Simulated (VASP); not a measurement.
A convergence study with VASP on Pt (fcc): a few settings are varied, all else stays as given below, so the limit is that of these other settings. The cell's lengths are 1 % over those of the tabulated start, so it is off equilibrium.

```
Pt
1.0
    0.00000     1.97960     1.97960
    1.97960     0.00000     1.97960
    1.97960     1.97960     0.00000
Pt
1
Direct
  0.00000   0.00000   0.00000
```

All values below come from LDA (Ceperley-Alder, Perdew-Zunger), VASP's LDA PAW potentials (set 64) (plane waves; VASP). The last row used: ADDGRID = .TRUE., 500 eV cut-off, 18×18×18 Γ-centred mesh, first-order Methfessel-Paxton smearing of 0.10 eV, potentials Pt.

```tsv
setting	E (eV/atom)	pressure (GPa)	plane waves
ADDGRID = unset, ENCUT = 200, PREC = Low	-7.4090	-40.65	113
ADDGRID = unset, ENCUT = 200, PREC = Normal	-7.4073	-40.57	113
ADDGRID = .TRUE., ENCUT = 200, PREC = Normal	-7.4073	-40.57	113
ADDGRID = unset, ENCUT = 200, PREC = Accurate	-7.4005	-40.64	113
ADDGRID = .TRUE., ENCUT = 200, PREC = Accurate	-7.4005	-40.64	113
ADDGRID = unset, ENCUT = 300, PREC = Low	-7.4794	-13.66	193
ADDGRID = unset, ENCUT = 300, PREC = Normal	-7.4777	-13.59	193
ADDGRID = .TRUE., ENCUT = 300, PREC = Normal	-7.4777	-13.59	193
ADDGRID = unset, ENCUT = 300, PREC = Accurate	-7.4777	-13.59	193
ADDGRID = .TRUE., ENCUT = 300, PREC = Accurate	-7.4777	-13.59	193
ADDGRID = unset, ENCUT = 400, PREC = Low	-7.4723	-12.91	295
ADDGRID = unset, ENCUT = 400, PREC = Normal	-7.4715	-12.90	295
ADDGRID = .TRUE., ENCUT = 400, PREC = Normal	-7.4715	-12.90	295
ADDGRID = unset, ENCUT = 400, PREC = Accurate	-7.4715	-12.90	295
ADDGRID = .TRUE., ENCUT = 400, PREC = Accurate	-7.4715	-12.90	295
ADDGRID = unset, ENCUT = 500, PREC = Low	-7.4719	-12.90	411
ADDGRID = unset, ENCUT = 500, PREC = Normal	-7.4716	-12.91	411
ADDGRID = .TRUE., ENCUT = 500, PREC = Normal	-7.4716	-12.91	411
ADDGRID = unset, ENCUT = 500, PREC = Accurate	-7.4716	-12.91	411
ADDGRID = .TRUE., ENCUT = 500, PREC = Accurate	-7.4716	-12.91	411
```

Left out are rungs that failed or repeat a setting and relaxations that didn't move; long series are thinned to 24 rows.

The compound is Pt in the fcc structure. The cell was not relaxed at this level.
